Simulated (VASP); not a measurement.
OSZICAR of a VASP run on V (bcc):

### OSZICAR
```
       N       E                     dE             d eps       ncg     rms          rms(c)
DAV:   1     0.716572297251E+02    0.71657E+02   -0.64423E+03  2402   0.118E+03
DAV:   2    -0.101162453028E+02   -0.81773E+02   -0.80062E+02  2464   0.332E+02
DAV:   3    -0.113644477188E+02   -0.12482E+01   -0.12222E+01  2542   0.483E+01
DAV:   4    -0.113719154365E+02   -0.74677E-02   -0.74645E-02  2432   0.393E+00
DAV:   5    -0.113719881563E+02   -0.72720E-04   -0.72720E-04  2502   0.390E-01    0.177E+01
DAV:   6    -0.990781735951E+01    0.14642E+01   -0.63366E+00  2410   0.368E+01    0.137E+00
DAV:   7    -0.988364709072E+01    0.24170E-01   -0.31891E-02  2410   0.311E+00    0.937E-01
DAV:   8    -0.987202362518E+01    0.11623E-01   -0.83106E-03  2428   0.151E+00    0.498E-02
DAV:   9    -0.987206644618E+01   -0.42821E-04   -0.65035E-05  2408   0.125E-01    0.271E-02
DAV:  10    -0.987207613208E+01   -0.96859E-05   -0.32959E-06  2262   0.194E-02    0.139E-03
DAV:  11    -0.987207608067E+01    0.51414E-07   -0.15061E-07  1200   0.579E-03
   1 F= -.98720761E+01 E0= -.98725213E+01  d E =-.987208E+01
       N       E                     dE             d eps       ncg     rms          rms(c)
DAV:   1    -0.224721388264E+02   -0.12600E+02   -0.26828E+02  2400   0.269E+02    0.513E+01
DAV:   2    -0.104044345197E+02    0.12068E+02   -0.35072E+01  2404   0.108E+02    0.885E+00
DAV:   3    -0.985238603995E+01    0.55205E+00   -0.16983E+00  2406   0.200E+01    0.886E+00
DAV:   4    -0.976984678660E+01    0.82539E-01   -0.14562E-01  2402   0.586E+00    0.841E-01
DAV:   5    -0.976387119370E+01    0.59756E-02   -0.33721E-02  2422   0.290E+00    0.145E-01
DAV:   6    -0.976364323041E+01    0.22796E-03   -0.46913E-04  2404   0.363E-01    0.706E-02
DAV:   7    -0.976359812312E+01    0.45107E-04   -0.76259E-05  2446   0.124E-01    0.381E-03
DAV:   8    -0.976359824571E+01   -0.12259E-06   -0.36688E-07  1272   0.914E-03
   2 F= -.97635982E+01 E0= -.97630444E+01  d E =0.108478E+00
       N       E                     dE             d eps       ncg     rms          rms(c)
DAV:   1    -0.149785652818E+02   -0.52150E+01   -0.11293E+02  2400   0.203E+02    0.219E+01
DAV:   2    -0.100606258050E+02    0.49179E+01   -0.23108E+01  2400   0.675E+01    0.278E+00
DAV:   3    -0.999456866199E+01    0.66057E-01   -0.84189E-02  2400   0.413E+00    0.148E+00
DAV:   4    -0.996537417333E+01    0.29194E-01   -0.47017E-02  2402   0.279E+00    0.323E-01
DAV:   5    -0.996545086075E+01   -0.76687E-04   -0.20268E-03  2436   0.680E-01    0.689E-02
DAV:   6    -0.996535016915E+01    0.10069E-03   -0.28155E-04  2408   0.247E-01    0.327E-02
DAV:   7    -0.996534937138E+01    0.79776E-06   -0.16986E-06  1508   0.242E-02
   3 F= -.99653494E+01 E0= -.99659768E+01  d E =-.932733E-01
       N       E                     dE             d eps       ncg     rms          rms(c)
DAV:   1    -0.996923567989E+01   -0.38855E-02   -0.80627E-02  2400   0.510E+00    0.709E-01
DAV:   2    -0.996561767444E+01    0.36180E-02   -0.15449E-02  2404   0.188E+00    0.133E-01
DAV:   3    -0.996556342757E+01    0.54247E-04   -0.50398E-05  2398   0.910E-02    0.844E-02
DAV:   4    -0.996553863632E+01    0.24791E-04   -0.32276E-05  2404   0.688E-02    0.391E-03
DAV:   5    -0.996553876088E+01   -0.12455E-06   -0.38856E-07  1208   0.954E-03
   4 F= -.99655388E+01 E0= -.99661875E+01  d E =-.934627E-01
```

**Question.** Which electronic solver shows in the log?

**Answer.** It is blocked Davidson (ALGO = Normal, or the opening steps of other solvers). The INCAR had ALGO = Normal.

**Question.** How was spin treated?

**Answer.** Without spin polarisation: there is no mag entry.

**Question.** Can the final energy be trusted as converged?

**Answer.** Self-consistency was reached. It stopped with EDIFF = 1E-6, NELM = 100, NSW = 60 and EDIFFG = -0.01 after 4 ionic steps (LDA (Ceperley-Alder, Perdew-Zunger), plane waves, VASP's LDA PAW potentials (set 64)). Energy and stress use the plane-wave basis of the starting cell.

The compound is V in the bcc structure. This run relaxes it. Symmetry was kept, so distortions that lower it aren't found. The run is not spin-polarised, so no magnetic state was tried.
